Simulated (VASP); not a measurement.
Given:

```yaml
crystal:
  lattice:
    - [0.00953, 6.03491, 5.96103]
    - [6.03491, 0.00953, 5.96103]
    - [3.02222, 3.02222, 0.00000]
  atoms:
    - { symbol: Li, position: [0.00000, 0.00000, 0.00000] }
    - { symbol: Cl, position: [0.22092, 0.22092, 0.55817] }
    - { symbol: Cl, position: [0.23141, 0.76859, 0.50000] }
    - { symbol: Cl, position: [0.76859, 0.23141, 0.50000] }
    - { symbol: Cl, position: [0.77908, 0.77908, 0.44183] }
    - { symbol: K, position: [0.00000, 0.50000, 0.00000] }
    - { symbol: K, position: [0.50000, 0.00000, 0.00000] }
    - { symbol: K, position: [0.50000, 0.50000, 0.00000] }
```

Level of theory: PBEsol GGA, VASP's PBE PAW potentials (set 64) (plane waves; VASP 6.6.1). Run with 520 eV cut-off, Gaussian smearing of 0.050 eV, potentials Li_sv Cl K_sv.

Q: What does the run give for the band gap (along the path) with the smallest direct gap where there is one?

A: 
The band gap (along the path) is 4.96 eV. The smallest direct gap (along the path) is 4.96 eV.

Total energies compare only between runs with the same potentials, cut-off and functional.

The structure was generated: K3LiCl4 was put into an ordered model structure (Cmmm), which need not be its known phase. It was relaxed first.
